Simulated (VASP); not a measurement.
All values below come from PBE GGA, VASP's PBE PAW potentials (set 64) (plane waves; VASP).

The input files of a VASP run:

File POSCAR:
```
Ir
1
    0.0000000000     1.9359148275     1.9359148275
    1.9359148275     0.0000000000     1.9359148275
    1.9359148275     1.9359148275     0.0000000000
Ir
1
Direct
  0.0000000000   0.0000000000   0.0000000000
```

KPOINTS:
```
Regular mesh
0
gamma
18 18 18
0 0 0
```

### INCAR
```
# general
SYSTEM   =  Ir
PREC     =  Normal
ENCUT    =  400
LREAL    =  .FALSE.
LASPH    =  .TRUE.

# electronic loop
EDIFF    =  1E-5
NELM     =  100
NELMIN   =  4
ALGO     =  Fast
LMAXMIX  =  6

# smearing
ISMEAR   =  1
SIGMA    =  0.1

# functional
GGA      =  PE

# ions
IBRION   =  2
NSW      =  20
ISIF     =  2
EDIFFG   =  -0.03

# output
LWAVE    =  .FALSE.
LCHARG   =  .FALSE.
```

POTCAR, in this order: Ir (PBE.64 set). Program: vasp_std.

The run wrote:

**OUTCAR**
```
 ion  position               nearest neighbor table
   1  0.000  0.000  0.000-
  LATTYP: Found a face centered cubic cell.
 ALAT       =     3.8718296550
 Subroutine PRICEL returns:
 Original cell was already a primitive cell.
 Subroutine GETGRP returns: Found 48 space group operations
The static configuration has the point symmetry O_h .
The dynamic configuration has the point symmetry O_h .
 Subroutine INISYM returns: Found 48 space group operations
 Subroutine IBZKPT returns following result:
 Found    195 irreducible k-points:

 Following reciprocal coordinates:
            Coordinates               Weight
  0.000000  0.000000  0.000000      1.000000
  0.055556  0.000000  0.000000      8.000000
  0.111111  0.000000  0.000000      8.000000
  0.166667  0.000000  0.000000      8.000000
  0.222222  0.000000  0.000000      8.000000
  0.277778  0.000000  0.000000      8.000000
  0.333333  0.000000  0.000000      8.000000
  0.388889  0.000000  0.000000      8.000000
  0.444444  0.000000  0.000000      8.000000
  0.500000  0.000000  0.000000      4.000000
  0.055556  0.055556  0.000000      6.000000
  0.111111  0.055556  0.000000     24.000000
  0.166667  0.055556  0.000000     24.000000
  0.222222  0.055556  0.000000     24.000000
  0.277778  0.055556  0.000000     24.000000
  0.333333  0.055556  0.000000     24.000000
  0.388889  0.055556  0.000000     24.000000
  0.444444  0.055556  0.000000     24.000000
  0.500000  0.055556  0.000000     24.000000
 -0.444444  0.055556  0.000000     24.000000
 -0.388889  0.055556  0.000000     24.000000
 -0.333333  0.055556  0.000000     24.000000
 -0.277778  0.055556  0.000000     24.000000
 -0.222222  0.055556  0.000000     24.000000
 -0.166667  0.055556  0.000000     24.000000
 -0.111111  0.055556  0.000000     24.000000
 -0.055556  0.055556  0.000000     12.000000
  0.111111  0.111111  0.000000      6.000000
  0.166667  0.111111  0.000000     24.000000
  0.222222  0.111111  0.000000     24.000000
  0.277778  0.111111  0.000000     24.000000
  0.333333  0.111111  0.000000     24.000000
  0.388889  0.111111  0.000000     24.000000
  0.444444  0.111111  0.000000     24.000000
  0.500000  0.111111  0.000000     24.000000
 -0.444444  0.111111  0.000000     24.000000
 -0.388889  0.111111  0.000000     24.000000
 -0.333333  0.111111  0.000000     24.000000
 -0.277778  0.111111  0.000000     24.000000
 -0.222222  0.111111  0.000000     24.000000
   k-points           NKPTS =    195   k-points in BZ     NKDIM =    195   number of bands    NBANDS=      8
   number of dos      NEDOS =    301   number of ions     NIONS =      1
   total plane-waves  NPLWV =   2744
   dimension x,y,z NGX =    14 NGY =   14 NGZ =   14
   dimension x,y,z NGXF=    28 NGYF=   28 NGZF=   28
   ions per type =               1
   PREC   = normal    normal or accurate (medium, high low for compatibility)
   ISTART =      0    job   : 0-new  1-cont  2-samecut
   ICHARG =      2    charge: 1-file 2-atom 10-const
   ISPIN  =      1    spin polarized calculation?
   LNONCOLLINEAR =      F non collinear calculations
   LSORBIT =      F    spin-orbit coupling
   INIWAV =      1    electr: 0-lowe 1-rand  2-diag
   ENCUT  =  400.0 eV  29.40 Ry    5.42 a.u.   4.46  4.46  4.46*2*pi/ulx,y,z
   NELM   =    100;   NELMIN=  4; NELMDL= -5     # of ELM steps
   EDIFF  = 0.1E-04   stopping-criterion for ELM
   LREAL  =      F    real-space projection
   NLSPLINE    = F    spline interpolate recip. space projectors
   LMAXMIX     =    6 max onsite mixed and CHGCAR
   VOSKOWN=      0    Vosko Wilk Nusair interpolation
...
```

### OSZICAR
```
       N       E                     dE             d eps       ncg     rms          rms(c)
DAV:   1     0.308197192776E+02    0.30820E+02   -0.38470E+03  3408   0.813E+02
DAV:   2    -0.892941148328E+01   -0.39749E+02   -0.37152E+02  3152   0.181E+02
DAV:   3    -0.941392627196E+01   -0.48451E+00   -0.48407E+00  4592   0.265E+01
DAV:   4    -0.941648284205E+01   -0.25566E-02   -0.25563E-02  3912   0.137E+00
DAV:   5    -0.941650283545E+01   -0.19993E-04   -0.19995E-04  4752   0.774E-02    0.142E+01
RMM:   6    -0.893603096481E+01    0.48047E+00   -0.55677E-01  3120   0.114E+01    0.560E+00
RMM:   7    -0.885368063864E+01    0.82350E-01   -0.27994E-01  3120   0.567E+00    0.159E+00
RMM:   8    -0.885336922828E+01    0.31141E-03   -0.32899E-02  3145   0.266E+00    0.113E+00
RMM:   9    -0.885197566552E+01    0.13936E-02   -0.67214E-03  3145   0.724E-01    0.501E-01
RMM:  10    -0.885083167028E+01    0.11440E-02   -0.53061E-03  3120   0.128E+00    0.837E-02
RMM:  11    -0.885083958329E+01   -0.79130E-05   -0.35942E-04  3188   0.273E-01    0.714E-02
RMM:  12    -0.885084829087E+01   -0.87076E-05   -0.10885E-04  2918   0.883E-02    0.914E-02
RMM:  13    -0.885085142670E+01   -0.31358E-05   -0.15258E-05  2159   0.411E-02
   1 F= -.88508514E+01 E0= -.88508694E+01  d E =-.885085E+01
```

### OUTCAR
```
------------------------ aborting loop because EDIFF is reached ----------------------------------------
  FORCE on cell =-STRESS in cart. coord.  units (eV):
  Direction    XX          YY          ZZ          XY          YZ          ZX
  --------------------------------------------------------------------------------------
  Total        0.0014997      0.0014997      0.0014997      0.0000000     -0.0000000      0.0000000
  in kB        0.1655841      0.1655841      0.1655841      0.0000000     -0.0000000      0.0000000
  external PRESSURE =       0.1655841 kB  Pullay stress =       0.0000000 kB
  volume of cell :       14.51
      direct lattice vectors                 reciprocal lattice vectors
     0.000000000  1.935914827  1.935914827    -0.258275825  0.258275825  0.258275825
     1.935914827  0.000000000  1.935914827     0.258275825 -0.258275825  0.258275825
     1.935914827  1.935914827  0.000000000     0.258275825  0.258275825 -0.258275825
 POSITION                                       TOTAL-FORCE (eV/Angst)
 -----------------------------------------------------------------------------------
      0.00000      0.00000      0.00000         0.000000     -0.000000      0.000000
 -----------------------------------------------------------------------------------
    total drift:                               -0.000000     -0.000000      0.000000
  FREE ENERGIE OF THE ION-ELECTRON SYSTEM (eV)
  ---------------------------------------------------
  free  energy   TOTEN  =        -8.8508514267 eV

  energy  without entropy=       -8.8509054700  energy(sigma->0) =       -8.85086944

 reached required accuracy - stopping structural energy minimisation
```
(Selected blocks of OUTCAR.)

The compound is Ir in the fcc structure. It was relaxed first.
